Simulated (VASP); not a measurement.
# Sb: zone-centre modes, functional by functional

Aim: the vibrations of Sb at the zone centre, at several levels of theory. The starting structure is a measured crystal structure from the Crystallography Open Database.

Method: Kohn-Sham DFT with plane waves and PAW; LDA, PBEsol, PBE, PBEsol + D3(BJ), r2SCAN and r2SCAN + rVV10, in VASP 6.6.1.

### 1. The structure

Symmetry: R-3m, No. 166, trigonal system. The conventional cell has a = 4.301 Å, b = 4.301 Å, c = 11.222 Å, α = 90.00°, β = 90.00°, γ = 120.00°. Sb has 3 Sb at 2.90 Å nearest.

As a file:

```cif
data_structure
_symmetry_space_group_name_H-M 'R-3m:H'
_symmetry_Int_Tables_number 166
_cell_length_a 4.3007
_cell_length_b 4.3007
_cell_length_c 11.2220
_cell_angle_alpha 90.000
_cell_angle_beta 90.000
_cell_angle_gamma 120.000
_cell_volume 179.75
loop_
_atom_site_label
_atom_site_type_symbol
_atom_site_symmetry_multiplicity
_atom_site_Wyckoff_symbol
_atom_site_fract_x
_atom_site_fract_y
_atom_site_fract_z
_atom_site_occupancy
Sb1 Sb 6 c 0.00000 0.00000 0.76638 1
```

### 2. Modes with LDA

LDA, the lowest rung, knows the local density alone. The cell comes from a relaxation at this level, not shown (58.47 Å³).

Input file INCAR:

```
SYSTEM = Sb
PREC = Accurate
ENCUT = 450
EDIFF = 1E-08
NELM = 100
ISMEAR = 1
SIGMA = 0.15
LREAL = .FALSE.
ALGO = Normal
GGA = CA
NBANDS = 11
LORBIT = 11
LWAVE = .FALSE.
LCHARG = .FALSE.
KPAR = 2
IBRION = 8
ISIF = 2
```

Input file POSCAR:

```
Sb
1.0
    2.1512680898      1.2420352108      3.6473188251
   -2.1512680898      1.2420352108      3.6473188251
    0.0000000000     -2.4840704215      3.6473188251
Sb
2
Direct
    0.7635730203      0.7635730203      0.7635730203
    0.2364269797      0.2364269797      0.2364269797
```

Input file KPOINTS:

```
Automatic mesh
0
Gamma
12 12 12
0 0 0
```

Potentials, in the order of the species: Sb (LDA family, release 64).

Started as:

```
mpirun -np 2 vasp_std
```

Output:

```text
[banner, memory and clock lines left out]
running    2 mpi-ranks, on    1 nodes
 distrk:  each k-point on    1 cores,    2 groups
 distr:  one band on    1 cores,    1 groups

 POSCAR found type information on POSCAR Sb
 POSCAR found :  1 types and       2 ions
 LDA part: xc-table for (Slater(with rela. corr.)+CA(PZ))
 , standard interpolation
 POSCAR, INCAR and KPOINTS ok, starting setup
 FFT: planning ... GRIDC
 FFT: planning ... GRID_SOFT
 FFT: planning ... GRID
 WAVECAR not read
 entering main loop
       N       E                     dE             d eps       ncg     rms          rms(c)
DAV:   1     0.339303294811E+02    0.33930E+02   -0.33448E+03  4158   0.641E+02
DAV:   2    -0.777557235830E+01   -0.41706E+02   -0.40396E+02  5580   0.110E+02
DAV:   3    -0.963431182773E+01   -0.18587E+01   -0.18277E+01  5025   0.262E+01
DAV:   4    -0.965214158521E+01   -0.17830E-01   -0.17824E-01  4711   0.305E+00
DAV:   5    -0.965234698840E+01   -0.20540E-03   -0.20540E-03  4866   0.369E-01    0.322E+00
DAV:   6    -0.963716552182E+01    0.15181E-01   -0.32623E-03  4659   0.311E-01    0.191E+00
DAV:   7    -0.962858514457E+01    0.85804E-02   -0.70433E-03  4533   0.451E-01    0.554E-02
DAV:   8    -0.962859730290E+01   -0.12158E-04   -0.18622E-04  4689   0.984E-02    0.172E-02
DAV:   9    -0.962860094002E+01   -0.36371E-05   -0.13119E-05  4758   0.223E-02    0.584E-03
DAV:  10    -0.962860058244E+01    0.35757E-06   -0.15743E-06  4722   0.694E-03    0.917E-04
DAV:  11    -0.962860060957E+01   -0.27122E-07   -0.14911E-07  4746   0.233E-03    0.358E-04
DAV:  12    -0.962860061002E+01   -0.45418E-09   -0.88487E-09  2787   0.523E-04
   1 F= -.96286006E+01 E0= -.96290274E+01  d E =0.128026E-02
 Linear response reoptimize wavefunctions to high precision
DAV:   1    -0.962860061026E+01   -0.24244E-09   -0.14092E-09  3555   0.259E-04
DAV:   2    -0.962860061029E+01   -0.22396E-10   -0.11039E-10  2424   0.815E-05
 Linear response DOF=           2
 Linear response progress:
  Degree of freedom:   1/  2
       N       E                     dE             d eps       ncg     rms          rms(c)
RMM:   1    -0.260275171598E-01   -0.26028E-01    0.21554E-02 39041   0.121E+00
RMM:   2    -0.256792775285E-01    0.34824E-03   -0.17101E-03 30113   0.252E-01    0.496E-02
RMM:   3    -0.256803371180E-01   -0.10596E-05   -0.19081E-05 31718   0.414E-02    0.292E-02
RMM:   4    -0.257288661180E-01   -0.48529E-04    0.27451E-08 31917   0.202E-02    0.235E-03
RMM:   5    -0.257371933641E-01   -0.83272E-05    0.12245E-06 32491   0.381E-03    0.103E-03
RMM:   6    -0.257389984278E-01   -0.18051E-05   -0.16490E-07 30875   0.920E-04    0.314E-04
RMM:   7    -0.257381685211E-01    0.82991E-06   -0.19244E-07 33046   0.236E-04    0.888E-05
RMM:   8    -0.257381246530E-01    0.43868E-07   -0.65941E-08 33739   0.487E-05    0.198E-05
RMM:   9    -0.257381118154E-01    0.12838E-07    0.12950E-09 33591   0.141E-05    0.201E-06
RMM:  10    -0.257380992911E-01    0.12524E-07   -0.50875E-10 33832   0.573E-06    0.747E-07
RMM:  11    -0.257381053400E-01   -0.60489E-08   -0.13238E-09 21813   0.341E-06    0.128E-07
 first order change of Fermi-energy  -0.21107E-04
 force on displaced ion       1 direction 1 :  -1.815  -0.000  -0.000
 Linear response progress:
  Degree of freedom:   2/  2
       N       E                     dE             d eps       ncg     rms          rms(c)
RMM:   1    -0.270145107694E-01   -0.27015E-01    0.14689E-02  8168   0.122E+00
RMM:   2    -0.257651814716E-01    0.12493E-02   -0.17256E-03  6495   0.261E-01    0.482E-02
RMM:   3    -0.256692253956E-01    0.95956E-04   -0.46063E-05  6906   0.450E-02    0.287E-02
RMM:   4    -0.256028299728E-01    0.66395E-04   -0.25416E-05  6733   0.249E-02    0.690E-03
RMM:   5    -0.256105779817E-01   -0.77480E-05   -0.50987E-07  6951   0.518E-03    0.243E-03
RMM:   6    -0.256123981536E-01   -0.18202E-05   -0.10903E-08  7037   0.108E-03    0.800E-04
RMM:   7    -0.256116932296E-01    0.70492E-06   -0.19851E-08  7086   0.327E-04    0.207E-04
RMM:   8    -0.256117242774E-01   -0.31048E-07   -0.33221E-09  7211   0.557E-05    0.257E-05
RMM:   9    -0.256117435840E-01   -0.19307E-07    0.40265E-10  7217   0.211E-05    0.139E-05
RMM:  10    -0.256117386291E-01    0.49548E-08   -0.53851E-10  7261   0.789E-06    0.308E-06
 first order change of Fermi-energy   0.12668E+00
 force on displaced ion       1 direction 3 :   0.000  -0.000  -4.564
 Linear response finished
```

It took 7 min on 2 MPI ranks of AMD EPYC 7R43, shared host; peak memory 1.7 GiB.

The logs omit lines about the potential files and the build; timing stands in the text.

Parts of OUTCAR (step 2):

```text
ion  position               nearest neighbor table
   1  0.764  0.764  0.764-   2 2.92   2 2.92   2 2.92   2 3.27   2 3.27   2 3.27
   2  0.236  0.236  0.236-   1 2.92   1 2.92   1 2.92   1 3.27   1 3.27   1 3.27

  LATTYP: Found a trigonal (rhomboedric) cell.
 ALAT       =     4.4128834645
 COS(alpha) =     0.5246930674

 Subroutine GETGRP returns: Found 12 space group operations
 (whereof 12 operations were pure point group operations)

The static configuration has the point symmetry D_3d.

 Found    189 irreducible k-points:

   k-points           NKPTS =    189   k-points in BZ     NKDIM =    189   number of bands    NBANDS=     11

   dimension x,y,z NGX =    32 NGY =   32 NGZ =   32
   dimension x,y,z NGXF=    64 NGYF=   64 NGZF=   64

   ENCUT  =  450.0 eV  33.07 Ry    5.75 a.u.   7.63  7.63  7.63*2*pi/ulx,y,z

   NELECT =      10.0000    total number of electrons

 k-points in reciprocal lattice and weights: Automatic mesh
   0.00000000  0.00000000  0.00000000       0.001
   0.08333333  0.00000000  0.00000000       0.003
   0.16666667  0.00000000 -0.00000000       0.003
   0.25000000  0.00000000  0.00000000       0.003
   0.33333333  0.00000000  0.00000000       0.003
   0.41666667  0.00000000 -0.00000000       0.003
   0.50000000  0.00000000  0.00000000       0.002
   0.08333333  0.08333333  0.00000000       0.003
   0.16666667  0.08333333 -0.00000000       0.007
[...]
-0.41666667  0.50000000  0.41666667       0.003
   0.50000000  0.50000000  0.50000000       0.001

 average (electrostatic) potential at core
       1 -86.3895       2 -86.3895

  Total        0.0004727      0.0004727      0.0026228      0.0000000      0.0000000      0.0000000
  in kB        0.0129523      0.0129523      0.0718664      0.0000000      0.0000000      0.0000000
  external PRESSURE =       0.0325903 kB  Pullay stress =       0.0000000 kB

  energy-cutoff  :      450.00
  volume of cell :       58.47
      direct lattice vectors                 reciprocal lattice vectors
     2.151268090  1.242035211  3.647318825     0.232421055  0.134188359  0.091391334
    -2.151268090  1.242035211  3.647318825    -0.232421055  0.134188359  0.091391334
     0.000000000 -2.484070421  3.647318825     0.000000000 -0.268376718  0.091391334

 POSITION                                       TOTAL-FORCE (eV/Angst)
 -----------------------------------------------------------------------------------
      0.00000      0.00000      8.35498         0.000000     -0.000000     -0.001318
      0.00000      0.00000      2.58697         0.000000      0.000000      0.001318
 -----------------------------------------------------------------------------------
    total drift:                                0.000000     -0.000000      0.000000

 Eigenvectors and eigenvalues of the dynamical matrix
 ----------------------------------------------------

   1 f  =    4.280440 THz    26.894799 2PiTHz  142.780115 cm-1    17.702470 meV
             X         Y         Z           dx          dy          dz
      0.000000  0.000000  8.354983    -0.000000    0.000000    0.707107
      0.000000  0.000000  2.586974     0.000000   -0.000000   -0.707107

   2 f  =    2.699470 THz    16.961270 2PiTHz   90.044625 cm-1    11.164106 meV
             X         Y         Z           dx          dy          dz
      0.000000  0.000000  8.354983    -0.000005   -0.707107    0.000000
      0.000000  0.000000  2.586974     0.000005    0.707107   -0.000000

   3 f  =    2.699470 THz    16.961270 2PiTHz   90.044625 cm-1    11.164106 meV
             X         Y         Z           dx          dy          dz
      0.000000  0.000000  8.354983     0.707107   -0.000005    0.000000
      0.000000  0.000000  2.586974    -0.707107    0.000005   -0.000000

   4 f  =    0.000000 THz     0.000000 2PiTHz    0.000001 cm-1     0.000000 meV
             X         Y         Z           dx          dy          dz
      0.000000  0.000000  8.354983    -0.663313    0.243524    0.026688
      0.000000  0.000000  2.586974    -0.663313    0.243524    0.026688

   5 f/i=    0.000000 THz     0.000000 2PiTHz    0.000001 cm-1     0.000000 meV
             X         Y         Z           dx          dy          dz
      0.000000  0.000000  8.354983    -0.238857   -0.625765   -0.226638
      0.000000  0.000000  2.586974    -0.238857   -0.625765   -0.226638

   6 f/i=    0.000000 THz     0.000000 2PiTHz    0.000002 cm-1     0.000000 meV
             X         Y         Z           dx          dy          dz
      0.000000  0.000000  8.354983    -0.054435   -0.221617    0.669270
      0.000000  0.000000  2.586974    -0.054435   -0.221617    0.669270

 ELASTIC MODULI CONTR FROM IONIC RELAXATION (kBar)
 Direction    XX          YY          ZZ          XY          YZ          ZX
 --------------------------------------------------------------------------------
 XX         -78.6436    -70.9139   -133.0219     -0.0000     27.7627      0.0000
 YY         -70.9139    -78.6436   -133.0219      0.0000    -27.7627     -0.0000
 ZZ        -133.0219   -133.0219   -236.6291      0.0000     -0.0000     -0.0000
 XY          -0.0000      0.0000      0.0000     -3.8649      0.0000     26.2286
 YZ          27.7627    -27.7627     -0.0000      0.0000   -199.4293     -0.0000
 ZX           0.0000     -0.0000     -0.0000     26.2286     -0.0000   -177.9989
 --------------------------------------------------------------------------------
```

Energies printed during the response cycles are not total energies of the cell.

LDA: the zone-centre modes are A1g 142.8, Eg 90.0 cm⁻¹.

### 3. Modes with LDA at the measured cell

The atoms were first relaxed in the fixed cell, in a run that isn't shown.

INCAR is that of step 2.

Input file POSCAR:

```
Sb
1.0
    2.1503500000      1.2415051514      3.7406666667
   -2.1503500000      1.2415051514      3.7406666667
    0.0000000000     -2.4830103027      3.7406666667
Sb
2
Direct
    0.7651111637      0.7651111637      0.7651111637
    0.2348888363      0.2348888363      0.2348888363
```

KPOINTS is that of step 2.

Started as:

```
mpirun -np 2 vasp_std
```

Output:

```text
[... set-up lines as in an earlier step ...]
 entering main loop
       N       E                     dE             d eps       ncg     rms          rms(c)
DAV:   1     0.347347566944E+02    0.34735E+02   -0.33293E+03  4158   0.639E+02
DAV:   2    -0.777653175994E+01   -0.42511E+02   -0.41422E+02  5753   0.110E+02
DAV:   3    -0.963047890400E+01   -0.18539E+01   -0.18372E+01  5058   0.266E+01
DAV:   4    -0.964690884998E+01   -0.16430E-01   -0.16425E-01  4735   0.302E+00
[...]
DAV:  10    -0.962221098143E+01    0.38100E-06   -0.17577E-06  4701   0.732E-03    0.966E-04
DAV:  11    -0.962221101546E+01   -0.34026E-07   -0.16260E-07  4719   0.245E-03    0.369E-04
DAV:  12    -0.962221101635E+01   -0.89250E-09   -0.98615E-09  2862   0.548E-04
   1 F= -.96222110E+01 E0= -.96225364E+01  d E =0.976041E-03
 Linear response reoptimize wavefunctions to high precision
DAV:   1    -0.962221101658E+01   -0.23152E-09   -0.16009E-09  3678   0.273E-04
DAV:   2    -0.962221101660E+01   -0.22283E-10   -0.12086E-10  2382   0.834E-05
 Linear response DOF=           2
 Linear response progress:
[...]
RMM:   8    -0.256176327674E-01    0.92704E-07   -0.37308E-08 33794   0.481E-05    0.173E-05
RMM:   9    -0.256176109449E-01    0.21823E-07   -0.72111E-09 33673   0.139E-05    0.191E-06
RMM:  10    -0.256176019647E-01    0.89802E-08    0.23792E-09 33710   0.624E-06    0.784E-07
 first order change of Fermi-energy  -0.23029E-04
 force on displaced ion       1 direction 1 :  -2.323  -0.000  -0.000
 Linear response progress:
  Degree of freedom:   2/  2
       N       E                     dE             d eps       ncg     rms          rms(c)
RMM:   1    -0.271980744024E-01   -0.27198E-01    0.16379E-02  8155   0.121E+00
RMM:   2    -0.260101937539E-01    0.11879E-02   -0.17014E-03  6491   0.258E-01    0.486E-02
RMM:   3    -0.259004949241E-01    0.10970E-03   -0.49567E-05  6899   0.457E-02    0.290E-02
RMM:   4    -0.258196688091E-01    0.80826E-04   -0.28486E-05  6720   0.257E-02    0.749E-03
[...]
RMM:   8    -0.258261654656E-01   -0.44033E-07   -0.30668E-09  7213   0.613E-05    0.275E-05
RMM:   9    -0.258261891925E-01   -0.23727E-07   -0.26786E-10  7233   0.225E-05    0.116E-05
RMM:  10    -0.258261863366E-01    0.28559E-08   -0.85450E-10  7321   0.859E-06    0.435E-06
 first order change of Fermi-energy   0.34725E+00
 force on displaced ion       1 direction 3 :   0.000  -0.000  -4.780
 Linear response finished
```

Run time: 6.1 min. Hardware: 2 MPI ranks; peak memory 1.8 GiB.

Parts of OUTCAR (step 3):

```text
  Total       -0.2367879     -0.2367879     -0.5021724      0.0000000     -0.0000000      0.0000000
  in kB       -6.3315799     -6.3315799    -13.4278192      0.0000000     -0.0000000      0.0000000
  external PRESSURE =      -8.6969930 kB  Pullay stress =       0.0000000 kB

 POSITION                                       TOTAL-FORCE (eV/Angst)
 -----------------------------------------------------------------------------------
      0.00000      0.00000      8.58608         0.000000     -0.000000     -0.000656
      0.00000      0.00000      2.63592         0.000000      0.000000      0.000656
 -----------------------------------------------------------------------------------
    total drift:                                0.000000      0.000000      0.000000

[... 1 part as in an earlier step ...]

[... 1 further part left out ...]
```

With LDA at the measured cell the modes are A1g 146.1, Eg 101.9 cm⁻¹; the largest shift is +11.9 cm⁻¹, in Eg, from LDA.

### 4. Modes with PBEsol

PBEsol restores the gradient expansion of exchange and is tuned for the cells of solids. The cell comes from a relaxation at this level, not shown (59.66 Å³).

Changes to INCAR since step 3:

```diff
@@ -9,3 +9,3 @@
 ALGO = Normal
-GGA = CA
+GGA = PS
 NBANDS = 11
```

Input file POSCAR:

```
Sb
1.0
    2.1635466280      1.2491242281      3.6791268016
   -2.1635466280      1.2491242281      3.6791268016
    0.0000000000     -2.4982484562      3.6791268016
Sb
2
Direct
    0.7638034520      0.7638034520      0.7638034520
    0.2361965480      0.2361965480      0.2361965480
```

KPOINTS is that of step 3.

The projector-augmented-wave data sets are Sb (PBE family, release 64).

Started as:

```
mpirun -np 2 vasp_std
```

Output:

```text
[banner, memory and clock lines left out]
running    2 mpi-ranks, on    1 nodes
[...]
|                                                                             |
|               ----> ADVICE to this user running VASP <----                  |
|                                                                             |
|     You enforced a specific xc type in the INCAR file but a different       |
|     [... a line on the potential file left out ...]
|     I HOPE YOU KNOW WHAT YOU ARE DOING!                                     |
|                                                                             |

 LDA part: xc-table for (Slater+PW92), standard interpolation
 POSCAR, INCAR and KPOINTS ok, starting setup
[...]
entering main loop
       N       E                     dE             d eps       ncg     rms          rms(c)
DAV:   1     0.317413772600E+02    0.31741E+02   -0.33346E+03  4158   0.637E+02
DAV:   2    -0.736868328089E+01   -0.39110E+02   -0.37691E+02  5449   0.109E+02
[...]
RMM:  10    -0.248563108732E-01    0.64203E-08   -0.11888E-09 32420   0.322E-06    0.944E-07
 first order change of Fermi-energy  -0.22816E-04
 force on displaced ion       1 direction 1 :  -1.895  -0.000  -0.000
 Linear response progress:
  Degree of freedom:   2/  2
       N       E                     dE             d eps       ncg     rms          rms(c)
RMM:   1    -0.259866163680E-01   -0.25987E-01    0.18745E-02  8129   0.118E+00
RMM:   2    -0.249133838974E-01    0.10732E-02   -0.15426E-03  6497   0.243E-01    0.465E-02
RMM:   3    -0.248118677637E-01    0.10152E-03   -0.42410E-05  6904   0.424E-02    0.280E-02
RMM:   4    -0.247404854616E-01    0.71382E-04   -0.25470E-05  6748   0.250E-02    0.691E-03
RMM:   5    -0.247492590916E-01   -0.87736E-05   -0.55803E-07  6993   0.537E-03    0.239E-03
RMM:   6    -0.247510437380E-01   -0.17846E-05   -0.67655E-09  7030   0.105E-03    0.838E-04
RMM:   7    -0.247503142224E-01    0.72952E-06   -0.18582E-08  7083   0.314E-04    0.179E-04
RMM:   8    -0.247503414042E-01   -0.27182E-07   -0.32983E-09  7178   0.568E-05    0.305E-05
RMM:   9    -0.247503512941E-01   -0.98899E-08    0.25594E-10  7229   0.178E-05    0.159E-05
 first order change of Fermi-energy   0.41019E-01
 force on displaced ion       1 direction 3 :   0.000   0.000  -4.545
 Linear response finished
```

Wall time 6.9 min (2 MPI ranks); peak memory 1.8 GiB; 14 min of CPU time.

Parts of OUTCAR (step 4):

```text
  Total        0.0037073      0.0037073      0.0031757      0.0000000      0.0000000      0.0000000
  in kB        0.0995626      0.0995626      0.0852872      0.0000000      0.0000000      0.0000000
  external PRESSURE =       0.0948041 kB  Pullay stress =       0.0000000 kB

 POSITION                                       TOTAL-FORCE (eV/Angst)
 -----------------------------------------------------------------------------------
      0.00000      0.00000      8.43039         0.000000      0.000000      0.000876
      0.00000      0.00000      2.60699         0.000000      0.000000     -0.000876
 -----------------------------------------------------------------------------------
    total drift:                               -0.000000     -0.000000      0.000000

[... 1 part as in an earlier step ...]

[... 1 further part left out ...]
```

With PBEsol the modes are A1g 142.5, Eg 92.0 cm⁻¹; the largest shift is +2.0 cm⁻¹, in Eg, from LDA.

(Continued in part 2 of 2.)

[Lines on the potential files, build, host, timing and source positions are cut from VASP's logs without a mark.]

[Logs are printed without paths, hosts, clocks, repeated set-up lines and the standing remarks that a program may print on its own settings, such as how far it seeks lower states.]

[Hosts, paths, dates, database ids (printed as entryN), source tags and the programs' standing remarks are cut or masked in the printed files.]
